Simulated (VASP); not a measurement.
VASP ran on this input.

### INCAR
```
# general
SYSTEM =Mg3Sb2
PREC   =Accurate
ENCUT  =520
LREAL  =.FALSE.
LASPH  =.TRUE.

# electronic loop
EDIFF  =1E-6
NELM   =100
ALGO   =Normal
LMAXMIX=4

# smearing
ISMEAR =1
SIGMA  =0.1

# functional
GGA    =PE

# ions
IBRION =2
NSW    =60
ISIF   =3
EDIFFG =-0.02

# output
LWAVE  =.FALSE.
LCHARG =.FALSE.
```

### KPOINTS
```
Automatic mesh
0
Gamma
7 7 4
0 0 0
```

### POSCAR
```
Mg3Sb2
1
    2.3017061002    -3.9866720729    -0.0000000000
    2.3017061002     3.9866720729     0.0000000000
    0.0000000000     0.0000000000     7.2540362695
Mg Sb
3 2
Direct
  0.0000000000   0.0000000000   0.0000000000
  0.3333330000   0.6666670000   0.6334638886
  0.6666670000   0.3333330000   0.3665361114
  0.3333330000   0.6666670000   0.2259473703
  0.6666670000   0.3333330000   0.7740526297
```

POTCAR, in this order: Mg Sb (PBE.64 set). Program: vasp_std.

**Question.** Translate this PBE calculation to Ansatz.

**Answer.** One equivalent input (not run):
Ansatz 0.2 input:
```yaml
crystal:
  lattice:
    - [2.3017061, -3.9866721, 0.0000000]
    - [2.3017061, 3.9866721, 0.0000000]
    - [0.0000000, 0.0000000, 7.2540363]
  atoms:
    - { symbol: Mg, position: [0.0000000, 0.0000000, 0.0000000] }
    - { symbol: Mg, position: [0.3333330, 0.6666670, 0.6334639] }
    - { symbol: Mg, position: [0.6666670, 0.3333330, 0.3665361] }
    - { symbol: Sb, position: [0.3333330, 0.6666670, 0.2259474] }
    - { symbol: Sb, position: [0.6666670, 0.3333330, 0.7740526] }
kpoints:
  mp_grid: { grid: [7, 7, 4] }
hamiltonian:
  xc: pbe
  pseudopotentials: { kind: paw }
scf:
  occupations: { method: methfessel_paxton, width: 0.1 }
  max_iter: 100
relax:
  max_steps: 60
  f_tol: 0.02
  cell: {}
output: { forces: true, stress: true, eigenvalues: true }
```
What does not carry over: each code has its own PAW files, so the cut-off isn't converted (ENCUT is set for VASP's; basis.ecutwfc is left out, and Ansatz then takes the one that its files recommend); Ansatz stops its SCF on the density residual and VASP on the energy change (EDIFF).

The compound is Mg3Sb2 in the a-la2o3 structure. This run relaxes it. Symmetry was kept, so distortions that lower it aren't found. The start is the result of an earlier pass.
